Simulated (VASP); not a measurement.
An input for Quantum ESPRESSO's pw.x (written as the equivalent of a VASP run, and not itself run):

```
&CONTROL
  calculation = 'scf'
  pseudo_dir = './pseudo'
  outdir = './out'
  tprnfor = .true.
  tstress = .true.
/
&SYSTEM
  ibrav = 0
  nat = 2
  ntyp = 2
  ecutwfc = 96
  occupations = 'tetrahedra'
  input_dft = 'pbesol'
/
&ELECTRONS
  conv_thr = 7.3e-09
  electron_maxstep = 100
/
ATOMIC_SPECIES
  Co 58.933 Co.upf
  P 30.974 P.upf
CELL_PARAMETERS angstrom
    -0.0000000    2.2799923    2.2799923
     2.2799923   -0.0000000    2.2799923
     2.2799923    2.2799923   -0.0000000
ATOMIC_POSITIONS crystal
  Co   0.0000000  0.0000000  0.0000000
  P    0.5000000  0.5000000  0.5000000
K_POINTS automatic
  15 15 15 0 0 0
```

### Question
Translate this input to VASP (INCAR, KPOINTS, POSCAR, choice of POTCAR).

### Answer
One answer among several that fit: 
KPOINTS:
```
Automatic mesh
0
Gamma
15 15 15
0 0 0
```

### POSCAR
```
CoP
1
   -0.0000000000     2.2799923473     2.2799923473
    2.2799923473    -0.0000000000     2.2799923473
    2.2799923473     2.2799923473    -0.0000000000
Co P
1 1
Direct
  0.0000000000   0.0000000000   0.0000000000
  0.5000000000   0.5000000000   0.5000000000
```

**INCAR**
```
SYSTEM = CoP
PREC = Accurate
ENCUT = 400
EDIFF = 1E-7
NELM = 100
ALGO = Normal
LREAL = .FALSE.
LASPH = .TRUE.
ISMEAR = -5
GGA = PS
LMAXMIX = 4
LWAVE = .FALSE.
LCHARG = .TRUE.
LORBIT = 11
NEDOS = 601
ISIF = 2
```

POTCAR, in this order: Co P (PBE.64 set). Program: vasp_std.

Limits of the translation: the potentials are each code's own (VASP's PAW set, PseudoDojo norm-conserving files in pw.x), so ENCUT and ecutwfc are chosen apart and not converted; conv_thr bounds pw.x's estimated SCF error, while EDIFF bounds the energy change between steps.

The structure was generated: CoP was put into the rock salt type (Fm-3m), which need not be its known phase. It was relaxed first, which changed the volume by -26 %.
